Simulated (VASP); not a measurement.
All values below come from PBEsol GGA, VASP's PBE PAW potentials (set 64) (plane waves; VASP).

The input files of a VASP run:

POSCAR:
```
DyTe
1
    0.0000000000     3.0315140771     3.0315140771
    3.0315140771     0.0000000000     3.0315140771
    3.0315140771     3.0315140771     0.0000000000
Dy Te
1 1
Direct
  0.0000000000   0.0000000000   0.0000000000
  0.5000000000   0.5000000000   0.5000000000
```

### INCAR
```
! general
SYSTEM =DyTe
PREC   =Accurate
ENCUT  =400
LREAL  =.False.
LASPH  =.True.   ! aspherical one-centre terms

! electronic loop
EDIFF  =1E-7   ! SCF stop (eV)
NELM   =100   ! most electronic steps
ALGO   =Normal
LMAXMIX=6

! smearing
ISMEAR =-5

! functional
GGA    =PS

! ions
ISIF   =2   ! forces and stress, cell fixed

! output
LWAVE  =.False.
LCHARG =.True.
LORBIT =11   ! lm-projected
NEDOS  =601
```

### KPOINTS
```
Automatic mesh
0
Gamma
12 12 12
0 0 0
```

POTCAR, in this order: Dy_3 Te (PBE.64 set). Program: vasp_std.

What VASP printed:

### OSZICAR
```
       N       E                     dE             d eps       ncg     rms          rms(c)
DAV:   1     0.420235825379E+02    0.42024E+02   -0.56292E+03  1600   0.918E+02
DAV:   2    -0.799975796960E+01   -0.50023E+02   -0.47329E+02  1833   0.234E+02
DAV:   3    -0.110453583870E+02   -0.30456E+01   -0.29723E+01  2148   0.389E+01
DAV:   4    -0.111673898199E+02   -0.12203E+00   -0.11839E+00  2343   0.830E+00
DAV:   5    -0.111705697848E+02   -0.31800E-02   -0.31846E-02  2171   0.900E-01    0.202E+01
DAV:   6    -0.111514960612E+02    0.19074E-01   -0.64494E-02  2478   0.187E+00    0.124E+01
DAV:   7    -0.111579572237E+02   -0.64612E-02   -0.43163E-02  2508   0.183E+00    0.297E-01
DAV:   8    -0.111561404051E+02    0.18168E-02   -0.96974E-03  2474   0.672E-01    0.840E-02
DAV:   9    -0.111561563565E+02   -0.15951E-04   -0.30284E-04  1941   0.139E-01    0.672E-02
DAV:  10    -0.111561546866E+02    0.16699E-05   -0.14744E-05  1902   0.308E-02    0.270E-02
DAV:  11    -0.111561553535E+02   -0.66685E-06   -0.22925E-06  2029   0.119E-02    0.123E-02
DAV:  12    -0.111561548291E+02    0.52431E-06   -0.22466E-07  1703   0.432E-03    0.105E-03
DAV:  13    -0.111561547413E+02    0.87872E-07   -0.43932E-08  1182   0.178E-03
   1 F= -.11156155E+02 E0= -.11156155E+02  d E =0.000000E+00
```

**OUTCAR**
```
------------------------ aborting loop because EDIFF is reached ----------------------------------------
  FORCE on cell =-STRESS in cart. coord.  units (eV):
  Direction    XX          YY          ZZ          XY          YZ          ZX
  --------------------------------------------------------------------------------------
  Total       -0.0108118     -0.0108118     -0.0108118     -0.0000000      0.0000000      0.0000000
  in kB       -0.3108849     -0.3108849     -0.3108849     -0.0000000      0.0000000      0.0000000
  external PRESSURE =      -0.3108849 kB  Pullay stress =       0.0000000 kB
  volume of cell :       55.72
      direct lattice vectors                 reciprocal lattice vectors
     0.000000000  3.031514077  3.031514077    -0.164934085  0.164934085  0.164934085
     3.031514077  0.000000000  3.031514077     0.164934085 -0.164934085  0.164934085
     3.031514077  3.031514077  0.000000000     0.164934085  0.164934085 -0.164934085
 POSITION                                       TOTAL-FORCE (eV/Angst)
 -----------------------------------------------------------------------------------
      0.00000      0.00000      0.00000         0.000000      0.000000      0.000000
      3.03151      3.03151      3.03151        -0.000000     -0.000000     -0.000000
 -----------------------------------------------------------------------------------
    total drift:                                0.000000      0.000000      0.000000
  FREE ENERGIE OF THE ION-ELECTRON SYSTEM (eV)
  ---------------------------------------------------
  free  energy   TOTEN  =       -11.1561547413 eV

  energy  without entropy=      -11.1561547413  energy(sigma->0) =      -11.15615474

 total charge

# of ion       s       p       d       tot
------------------------------------------
    1        0.263   6.473   1.273   8.009
    2        1.334   2.146   0.050   3.530
--------------------------------------------------
tot          1.598   8.619   1.323  11.540
```
(Selected blocks of OUTCAR.)

The 4f electrons are frozen in the core of the lanthanide potential, so 4f levels, which can set the real gap, and their magnetism are missing. For a metal the tetrahedron method with Blöchl corrections gives inexact stress and forces.

The structure comes from a measured DyTe entry (Fm-3m) of the Crystallography Open Database, whose conditions weren't checked. It was relaxed first. The electron count is odd and the run is not spin-polarised, which forces a metal.
